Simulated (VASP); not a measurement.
```yaml
crystal:
  lattice:
    - [1.71798, -2.97563, 0.00000]
    - [1.71798, 2.97563, 0.00000]
    - [0.00000, 0.00000, 5.56232]
  atoms:
    - { symbol: Tl, position: [0.33333, 0.66667, 0.25000] }
    - { symbol: Tl, position: [0.66667, 0.33333, 0.75000] }
```

Computed with PBEsol GGA with spin-orbit coupling, VASP's PBE PAW potentials (set 64) (plane waves; VASP). Numerical set-up: 400 eV cut-off, 11×11×6 Γ-centred mesh, Gaussian smearing of 0.050 eV, potentials Tl_d.

Question: What does the run give for the energy per atom (σ→0), band gap (over mesh and band path) with the smallest direct gap where there is one?

Answer: 
```yaml
band gap (over mesh and band path): none (metal, semimetal or under 0.01 eV)
energy per atom (σ→0): -2.935 eV/atom
```

Only differences to runs with the same potentials and settings are physical.

The compound is Tl in the hcp structure. It was relaxed first.
